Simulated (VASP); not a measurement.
```yaml
crystal:
  lattice:
    - [5.94916, 0.00000, 0.00000]
    - [0.00000, 5.94916, 0.00000]
    - [0.00000, 0.00000, 5.94614]
  atoms:
    - { symbol: Cd, position: [0.00000, 0.00000, 0.98800] }
    - { symbol: Cd, position: [0.50000, 0.50000, 0.98800] }
    - { symbol: Cd, position: [0.50000, 0.00000, 0.51200] }
    - { symbol: Cd, position: [0.00000, 0.50000, 0.51200] }
    - { symbol: Se, position: [0.25000, 0.25000, 0.25000] }
    - { symbol: Se, position: [0.75000, 0.75000, 0.25000] }
    - { symbol: S, position: [0.75000, 0.25000, 0.75000] }
    - { symbol: S, position: [0.25000, 0.75000, 0.75000] }
```

All values below come from PBEsol GGA, VASP's PBE PAW potentials (set 64) (plane waves; VASP). Numerical set-up: 400 eV cut-off, 4×4×4 Γ-centred mesh, tetrahedra with Blöchl corrections, potentials Cd Se S.

Q: What does the run give for the energy per atom (σ→0), band gap (on the k-mesh) with the smallest direct gap where there is one?

A: 
```yaml
band gap (on the k-mesh): 0.70 eV
smallest direct gap (on the k-mesh): 0.70 eV
energy per atom (σ→0): -3.241 eV/atom
```

The absolute energy has meaning only against runs of the same code, potentials and settings.

The structure was generated: Cd4S2Se2 was put into an ordered model structure (P-4m2), which need not be its known phase. It was relaxed first.
